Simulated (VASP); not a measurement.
Output of a VASP run:

File OUTCAR:
```
 ion  position               nearest neighbor table
   1  0.000  0.000  0.000-   2 3.00   3 3.00   3 3.00   3 3.00   3 3.00   2 3.00   2 3.00   2 3.00
  LATTYP: Found a face centered cubic cell.
 ALAT       =     6.9397281350
 Subroutine PRICEL returns:
 Original cell was already a primitive cell.
 Subroutine GETGRP returns: Found 48 space group operations
The static configuration has the point symmetry O_h .
The dynamic configuration has the point symmetry O_h .
 Subroutine INISYM returns: Found 48 space group operations
 Subroutine IBZKPT returns following result:
 Found     16 irreducible k-points:

 Following reciprocal coordinates:
            Coordinates               Weight
  0.000000  0.000000  0.000000      1.000000
  0.166667  0.000000  0.000000      8.000000
  0.333333  0.000000  0.000000      8.000000
  0.500000  0.000000  0.000000      4.000000
  0.166667  0.166667  0.000000      6.000000
  0.333333  0.166667  0.000000     24.000000
  0.500000  0.166667  0.000000     24.000000
 -0.333333  0.166667  0.000000     24.000000
 -0.166667  0.166667  0.000000     12.000000
  0.333333  0.333333  0.000000      6.000000
  0.500000  0.333333  0.000000     24.000000
 -0.333333  0.333333  0.000000     12.000000
  0.500000  0.500000  0.000000      3.000000
  0.500000  0.333333  0.166667     24.000000
 -0.333333  0.333333  0.166667     24.000000
 -0.333333  0.500000  0.166667     12.000000
   k-points           NKPTS =     16   k-points in BZ     NKDIM =     16   number of bands    NBANDS=     16
   number of dos      NEDOS =    601   number of ions     NIONS =      3
   total plane-waves  NPLWV =  46656
   dimension x,y,z NGX =    36 NGY =   36 NGZ =   36
   dimension x,y,z NGXF=    72 NGYF=   72 NGZF=   72
   ions per type =               1   2
   PREC   = accura    normal or accurate (medium, high low for compatibility)
   ISTART =      0    job   : 0-new  1-cont  2-samecut
   ICHARG =      2    charge: 1-file 2-atom 10-const
   ISPIN  =      1    spin polarized calculation?
   LNONCOLLINEAR =      F non collinear calculations
   LSORBIT =      F    spin-orbit coupling
   INIWAV =      1    electr: 0-lowe 1-rand  2-diag
   ENCUT  =  520.0 eV  38.22 Ry    6.18 a.u.   9.12  9.12  9.12*2*pi/ulx,y,z
   NELM   =    100;   NELMIN=  2; NELMDL= -5     # of ELM steps
   EDIFF  = 0.1E-06   stopping-criterion for ELM
   LREAL  =      F    real-space projection
   NLSPLINE    = F    spline interpolate recip. space projectors
   LMAXMIX     =    4 max onsite mixed and CHGCAR
   VOSKOWN=      0    Vosko Wilk Nusair interpolation
   EDIFFG = 0.1E-05   stopping-criterion for IOM
   NSW    =      0    number of steps for IOM
   NBLOCK =      1;   KBLOCK =      1    inner block; outer block
   IBRION =     -1    ionic relax: 0-MD 1-quasi-New 2-CG
   NFREE  =      0    steps in history (QN), initial steepest desc. (CG)
   ISIF   =      2    stress and relaxation
   ISYM   =      2    0-nonsym 1-usesym 2-fastsym
   TEIN   =    0.0    initial temperature
   TEBEG  =    0.0;   TEEND  =   0.0 temperature during run
   SMASS  =  -3.00    Nose mass-parameter (am)
   PSTRESS=    0.0 pullay stress
   NELECT =      24.0000    total number of electrons
   EFERMI =   0.00;   METHOD = LEGACY
   ISMEAR =    -5;   SIGMA  =   0.20  broadening in eV -4-tet -1-fermi 0-gaus
   IALGO  =     38    algorithm
   LDIAG  =      T    sub-space diagonalisation (order eigenvalues)
   IMIX   =      4    mixing-type and parameters
     AMIX     =   0.40;   BMIX     =  1.00
     AMIX_MAG =   1.60;   BMIX_MAG =  1.00
     AMIN     =   0.10
   GGA     = CX    functional components
   VOSKOWN =     0    Vosko Wilk Nusair interpolation
   LHFCALC =     F    Hartree Fock is set to
   LHFONE  =     F    Hartree Fock one center treatment
   AEXX    =    0.0000 exact exchange contribution
   LUSE_VDW   =     T    switch on vdW DFT
   IVDW    =     0    specifies the selected vdW correction
   LEPSILON=     F    determine dielectric tensor
   LRPA    =     F    only Hartree local field effects (RPA)
...
```

**OSZICAR**
```
       N       E                     dE             d eps       ncg     rms          rms(c)
DAV:   1     0.153245292459E+03    0.15325E+03   -0.11615E+04   512   0.135E+03
DAV:   2     0.126324230646E+01   -0.15198E+03   -0.15105E+03   680   0.245E+02
DAV:   3    -0.737493065384E+01   -0.86382E+01   -0.86298E+01   704   0.632E+01
DAV:   4    -0.760013906581E+01   -0.22521E+00   -0.22517E+00   880   0.857E+00
DAV:   5    -0.760236052918E+01   -0.22215E-02   -0.22214E-02   688   0.807E-01    0.143E+01
DAV:   6    -0.735812509758E+01    0.24424E+00   -0.65422E-01   712   0.468E+00    0.904E+00
DAV:   7    -0.737729969197E+01   -0.19175E-01   -0.40019E-01   776   0.410E+00    0.163E+00
DAV:   8    -0.738209635974E+01   -0.47967E-02   -0.58431E-02   648   0.142E+00    0.312E-01
DAV:   9    -0.738466051936E+01   -0.25642E-02   -0.23996E-03   688   0.324E-01    0.120E-01
DAV:  10    -0.738660626148E+01   -0.19457E-02   -0.22397E-03   560   0.284E-01    0.380E-02
DAV:  11    -0.738675745723E+01   -0.15120E-03   -0.20759E-04   720   0.795E-02    0.413E-02
DAV:  12    -0.738677684202E+01   -0.19385E-04   -0.32845E-05   648   0.334E-02    0.102E-02
DAV:  13    -0.738678160559E+01   -0.47636E-05   -0.81011E-06   672   0.187E-02    0.462E-03
DAV:  14    -0.738678224405E+01   -0.63846E-06   -0.14096E-06   584   0.828E-03    0.345E-03
DAV:  15    -0.738678222941E+01    0.14640E-07   -0.11213E-07   584   0.227E-03
   1 F= -.73867822E+01 E0= -.73867822E+01  d E =0.000000E+00
```

File OUTCAR:
```
------------------------ aborting loop because EDIFF is reached ----------------------------------------
  FORCE on cell =-STRESS in cart. coord.  units (eV):
  Direction    XX          YY          ZZ          XY          YZ          ZX
  --------------------------------------------------------------------------------------
  Total        0.0121791      0.0121791      0.0121791      0.0000000      0.0000000      0.0000000
  in kB        0.2335375      0.2335375      0.2335375      0.0000000      0.0000000      0.0000000
  external PRESSURE =       0.2335375 kB  Pullay stress =       0.0000000 kB
  volume of cell :       83.55
      direct lattice vectors                 reciprocal lattice vectors
     0.000000000  3.469864068  3.469864068    -0.144097864  0.144097864  0.144097864
     3.469864068  0.000000000  3.469864068     0.144097864 -0.144097864  0.144097864
     3.469864068  3.469864068  0.000000000     0.144097864  0.144097864 -0.144097864
 POSITION                                       TOTAL-FORCE (eV/Angst)
 -----------------------------------------------------------------------------------
      0.00000      0.00000      0.00000         0.000000      0.000000      0.000000
      1.73493      1.73493      1.73493        -0.000000     -0.000000     -0.000000
      5.20480      5.20480      5.20480         0.000000      0.000000      0.000000
 -----------------------------------------------------------------------------------
    total drift:                                0.000000      0.000000      0.000000
  FREE ENERGIE OF THE ION-ELECTRON SYSTEM (eV)
  ---------------------------------------------------
  free  energy   TOTEN  =        -7.3867822294 eV

  energy  without entropy=       -7.3867822294  energy(sigma->0) =       -7.38678223

 total charge

# of ion       s       p       d       tot
------------------------------------------
    1        1.996   5.754   0.158   7.908
    2        1.594   3.573   0.000   5.166
    3        1.594   3.573   0.000   5.166
--------------------------------------------------
tot          5.183  12.899   0.158  18.240

 Electric field gradients after diagonalization (V/A^2)
 (convention: |V_zz| > |V_xx| > |V_yy|)
----------------------------------------------------------------------
 ion       V_xx      V_yy      V_zz     asymmetry (V_yy - V_xx)/ V_zz
----------------------------------------------------------------------
   1       0.000     0.000    -0.000       0.000
   2      -0.001    -0.001     0.001       0.000
   3      -0.001    -0.001     0.001       0.000
```
(Selected blocks of OUTCAR.)

File POSCAR:
```
SrCl2
1
    0.0000000000     3.4698640675     3.4698640675
    3.4698640675     0.0000000000     3.4698640675
    3.4698640675     3.4698640675     0.0000000000
Sr Cl
1 2
Direct
  0.0000000000   1.0000000000   1.0000000000
  0.2500000000   0.2500000000   0.2500000000
  0.7500000000   0.7500000000   0.7500000000
```

Reconstruct the remaining input files.

One answer among several that fit: the input of the run itself, vdW-DF-cx, plane waves, VASP's PBE PAW potentials (set 64).

INCAR:
```
LREAL  =  .FALSE.   # projection in real space or not
ISMEAR  =  -5
LASPH  =  .TRUE.
GGA  =  CX
ALGO  =  Normal
SYSTEM  =  SrCl2
LORBIT  =  11   # lm-projected
LEFG  =  .TRUE.
PREC  =  Accurate
LMAXMIX  =  4   # l cut-off of mixed one-centre charges
NELM  =  100   # most electronic steps
ENCUT  =  520
LCHARG  =  .TRUE.
LWAVE  =  .FALSE.
EDIFF  =  1E-7   # SCF stop (eV)
NEDOS  =  601
AGGAC  =  0.0
LUSE_VDW  =  .TRUE.
ISIF  =  2   # forces and stress, cell fixed
```

**KPOINTS**
```
Automatic mesh
0
G
  6 6 6
0 0 0
```

POTCAR, in this order: Sr_sv Cl (PBE.64 set). Program: vasp_std.

The compound is SrCl2 in the fluorite structure. It was relaxed first.
